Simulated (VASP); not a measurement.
Given:

```
Eu
1.0
   -2.29000     2.29000     2.29000
    2.29000    -2.29000     2.29000
    2.29000     2.29000    -2.29000
Eu
1
Direct
  0.00000   0.00000   0.00000
```

Calculation: TPSS meta-GGA, VASP's PBE PAW potentials (set 64) (plane waves; VASP 6.6.1). Settings: 520 eV cut-off, 10×10×10 Γ-centred mesh, first-order Methfessel-Paxton smearing of 0.10 eV, potentials Eu_2.

The 4f electrons are frozen in the core of the lanthanide potential, so 4f levels, which can set the real gap, and their magnetism are missing. Energy and stress use the plane-wave basis of the starting cell.

Problem. The ions, cell shape and volume are relaxed. Give the cell that the relaxation ends in.

Solution. 
```
Eu
1.0
   -2.20783     2.20783     2.20783
    2.20783    -2.20783     2.20783
    2.20783     2.20783    -2.20783
Eu
1
Direct
  0.00000   0.00000   0.00000
```
Space group Im-3m (229), at a tolerance of 0.03 Å.

Problem. How do energy and volume change from the first to the last step?

Solution. The energy (σ→0) changes by -19.8 meV/atom and the volume by -10.4 %, in 4 ionic steps.

```json
[
 {"step": "1", "E(σ→0) (eV)": "-6.5183", "max force (eV/Å)": "0.000", "pressure (GPa)": "-1.18", "volume (Å³)": "48.04"},
 {"step": "2", "E(σ→0) (eV)": "-6.5324", "max force (eV/Å)": "0.000", "pressure (GPa)": "-0.68", "volume (Å³)": "45.63"},
 {"step": "3", "E(σ→0) (eV)": "-6.5381", "max force (eV/Å)": "0.000", "pressure (GPa)": "-0.05", "volume (Å³)": "43.23"},
 {"step": "4", "E(σ→0) (eV)": "-6.5381", "max force (eV/Å)": "0.000", "pressure (GPa)": "0.00", "volume (Å³)": "43.05"}
]
```

The compound is Eu in the bcc structure. This run relaxes it. Symmetry was kept, so distortions that lower it aren't found.
